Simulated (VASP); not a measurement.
Write the native input for VASP 6.6.1 that does the following.

| Property | Result |
| --- | --- |
| Task | single point |
| Functional | PBE |
| Potentials or basis | VASP PAW PBE potentials, release 64 (Al) |
| Cutoff | 520 eV |
| k mesh | 15 × 15 × 23 |
| Occupations | methfessel-paxton, width 0.1 eV |
| Spin | no spin polarisation |
| Further INCAR settings | ALGO = Fast; EDIFF = 1e-06; NBANDS = 8 |

The structure of Al lies in POSCAR:

```
Al
1.0
    2.8562036900      0.0000000000      0.0000000000
   -1.4281018500      2.4735449600      0.0000000000
    1.4281018500      0.8245149900      2.3320805500
Al
1
Direct
    0.0000000000      0.0000000000      0.0000000000
```

The input as run:

INCAR

```
SYSTEM = Al
PREC     = Accurate       ! precision mode
ENCUT    = 520            ! plane-wave cutoff, eV
EDIFF    = 1E-6           ! SCF threshold, eV
ISMEAR   = 1              ! smearing method
SIGMA    = 0.1            ! smearing width, eV
LREAL    = .FALSE.        ! projectors in reciprocal space
LASPH    = .TRUE.         ! aspherical terms in the spheres
NELM     = 80             ! most SCF steps
ALGO     = Fast           ! electronic algorithm
ISIF     = 2              ! what is computed and relaxed
LWAVE    = .FALSE.        ! write WAVECAR
LCHARG   = .FALSE.        ! write CHGCAR
GGA      = PE             ! functional
NBANDS   = 8              ! bands
ICORELEVEL= 1
```

KPOINTS

```
Automatic mesh
0
G
  15 15 23
  0 0 0
```

Potentials or basis: VASP PAW PBE potentials, release 64 (Al).

The run is started by

```sh
$ cat potpaw_PBE.64/Al/POTCAR > POTCAR
$ mpirun -np 1 vasp_std > vasp.out
```

It gave:

| Property | Result |
| --- | --- |
| Pressure | 0.0 GPa |
| Band gap on the k mesh | none (metal or under the smearing width) |

It took 46 s on 1 thread of Intel(R) Xeon(R) 6975P-C (Granite Rapids) (shared host), peak memory 0.26 GiB.
